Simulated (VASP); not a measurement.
A convergence study with VASP on TiAl (L1_0): one setting is varied, all else stays as given below, so the limit is that of these other settings. Each run relaxes cell and ions from the cell shown. The basis is that of the starting cell, so low cut-offs carry a Pulay error.

```
CELL_PARAMETERS angstrom
      2.83000     0.00000     0.00000
      0.00000     2.83000     0.00000
      0.00000     0.00000     4.07000
ATOMIC_POSITIONS crystal
  Ti 0.00000 0.00000 0.00000
  Al 0.50000 0.50000 0.50000
```

Computed with PBE GGA, VASP's PBE PAW potentials (set 64) (plane waves; VASP). The tightest run used: 700 eV cut-off, 10×10×7 Γ-centred mesh, first-order Methfessel-Paxton smearing of 0.10 eV, potentials Ti_sv Al.

| setting | relaxed volume (Å³/atom) | E (eV/atom) | plane waves |
|---|---|---|---|
| ENCUT = 200 | 14.636 | -6.2432 | 221 |
| ENCUT = 250 | 15.990 | -6.1867 | 301 |
| ENCUT = 300 | 16.214 | -6.1868 | 400 |
| ENCUT = 350 | 16.182 | -6.1889 | 498 |
| ENCUT = 400 | 16.188 | -6.1927 | 610 |

**Question.** These are the cheaper rows. Estimate the results at ENCUT = 700, and how far the last row shown lies from them.

**Answer.** 
```tsv
quantity	tightest run	last row shown is off by
relaxed volume (Å³/atom)	16.233	-0.045
E (eV/atom)	-6.1952	0.0025
```

Left out are rungs that failed or repeat a setting and relaxations that didn't move; long series are thinned to 24 rows.

The compound is TiAl in the L1_0 structure. The electron count is odd and the run is not spin-polarised, which forces a metal.
